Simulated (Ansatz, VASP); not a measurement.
Zn2PtF6: VASP beside Ansatz

Contents of INCAR:

```
PREC = Accurate
ENCUT = 600
EDIFF = 1E-6
ISMEAR = 0
SIGMA = 0.1
LREAL = False
LASPH = True
NELM = 60
ALGO = Normal
ISIF = 3
LWAVE = False
LCHARG = False
GGA = PE
IBRION = 2
NSW = 90
EDIFFG = -0.04
```

File KPOINTS:

```
regular mesh
0
Gamma
  4 4 4
```

File POSCAR:

```
Zn2PtF6
1.0
    0.0000000000      3.7884500100      3.7884500100
    3.7884500100      0.0000000000      3.7884500100
    3.7884500100      3.7884500100      0.0000000000
Zn Pt F
2 1 6
Direct
    0.2500000000      0.2500000000      0.2500000000
    0.7500000000      0.7500000000      0.7500000000
    0.0000000000      0.0000000000      0.0000000000
    0.2395321400      0.7604678600      0.2395321400
    0.2395321400      0.7604678600      0.7604678600
    0.7604678600      0.7604678600      0.2395321400
    0.7604678600      0.2395321400      0.2395321400
    0.2395321400      0.2395321400      0.7604678600
    0.7604678600      0.2395321400      0.7604678600
```

Input for Ansatz:

```yaml
crystal:
  lattice:
    - [0.0, 3.78845001, 3.78845001]
    - [3.78845001, 0.0, 3.78845001]
    - [3.78845001, 3.78845001, 0.0]
  atoms:
    - { symbol: Zn, position: [0.25, 0.25, 0.25] }
    - { symbol: Zn, position: [0.75, 0.75, 0.75] }
    - { symbol: Pt, position: [0.0, 0.0, 0.0] }
    - { symbol: F, position: [0.23953214, 0.76046786, 0.23953214] }
    - { symbol: F, position: [0.23953214, 0.76046786, 0.76046786] }
    - { symbol: F, position: [0.76046786, 0.76046786, 0.23953214] }
    - { symbol: F, position: [0.76046786, 0.23953214, 0.23953214] }
    - { symbol: F, position: [0.23953214, 0.23953214, 0.76046786] }
    - { symbol: F, position: [0.76046786, 0.23953214, 0.76046786] }
basis:
  ecutwfc: 420
kpoints:
  mp_grid: { grid: [4, 4, 4] }
hamiltonian:
  xc: pbe
scf:
  occupations: { method: gaussian, width: 0.1 }
  lower_state_search: "off"
output:
  forces: true
  stress: true
  eigenvalues: true
relax:
  adjacent_minimum: "off"
  f_tol: 0.04
  max_steps: 70
  cell: { stress_tol: 0.4 }
```

Change from the starting cell: species swapped into the K2PtBr6 type (Fm-3m, No. 225).

Alike in both runs: task relaxation of cell and atoms; functional PBE; k mesh 4 × 4 × 4; occupations gaussian, width 0.1 eV; no spin polarisation.

|  | VASP | Ansatz |
| --- | --- | --- |
| version | VASP 6.6.1 | Ansatz 0.2.0 |
| potentials or method | VASP PAW PBE potentials, release 64 (Zn, Pt, F) | scalar-relativistic, plane waves, PAW |
| plane-wave cutoff (eV) | 600 | 420 |
| valence electrons in the cell | 76 | 84 |

VASP gave:

```
gap on the k mesh at the Fermi level, each at its own relaxed structure (eV) : none
relaxed volume (Å³/atom)                                                     : 14.71
relaxed cell length with the largest relative difference (Å)                 : 5.720
energy change over the relaxation (meV/atom)                                 : -250
```

Question: Which values does Ansatz return?

Answer: gap on the k mesh at the Fermi level, each at its own relaxed structure (eV): none; relaxed volume (Å³/atom): 14.73; relaxed cell length with the largest relative difference (Å): 5.723; energy change over the relaxation (meV/atom): -234.

A gap of «none» marks a metal or a gap that the smearing closes. The two sets of potentials don't hold the same shells in valence.

Caveats: the volume moved by over 15 % at a fixed basis, so the end points are rough (VASP). The runs have no spin-orbit coupling, so splittings on Pt are missing.
